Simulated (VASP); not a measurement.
A convergence study with VASP on Co (hcp): one setting is varied, all else stays as given below, so the limit is that of these other settings.

```
Co
1.0
    1.25500    -2.17372     0.00000
    1.25500     2.17372     0.00000
    0.00000     0.00000     4.07000
Co
2
Direct
  0.33333   0.66667   0.25000
  0.66667   0.33333   0.75000
```
Starting moments (μB, in the order of the record's atoms Co Co): 1.8 1.8.

These are LDA (Ceperley-Alder, Perdew-Zunger), VASP's LDA PAW potentials (set 64) (plane waves; VASP) values and carry that method's errors. The tightest run used: 550 eV cut-off, 27×27×14 Γ-centred mesh, tetrahedra with Blöchl corrections, potentials Co.

| setting | E (eV/atom) | pressure (GPa) | moment (μB) | irreducible k-points |
|---|---|---|---|---|
| 3×3×2 mesh | -8.1460 | -23.83 | 2.869 | 6 |
| 4×4×2 mesh | -8.0496 | -26.07 | 2.573 | 8 |
| 5×5×3 mesh | -8.0582 | -22.44 | 3.156 | 10 |
| 6×6×3 mesh | -8.0560 | -23.79 | 3.000 | 14 |
| 7×7×4 mesh | -8.0234 | -23.86 | 2.944 | 24 |
| 8×8×4 mesh | -8.0380 | -23.60 | 3.010 | 30 |
| 9×9×5 mesh | -8.0360 | -23.51 | 3.023 | 36 |
| 10×10×5 mesh | -8.0366 | -23.03 | 3.093 | 42 |
| 11×11×6 mesh | -8.0374 | -23.27 | 3.060 | 64 |
| 12×12×6 mesh | -8.0353 | -23.07 | 3.084 | 76 |

Question: These are the cheaper rows. Estimate the results at 27×27×14 mesh, and how far the last row shown lies from them.

Answer: 
```
quantity        tightest run  last row shown is off by
--------------  ------------  ------------------------
E (eV/atom)          -8.0364                    0.0011
pressure (GPa)        -22.82                     -0.25
moment (μB)            3.126                    -0.041
```

Left out are rungs that failed or repeat a setting and relaxations that didn't move; long series are thinned to 24 rows.

The compound is Co in the hcp structure. The cell was not relaxed at this level. The spin order is the one that the start imposed; others were not tried in this run.
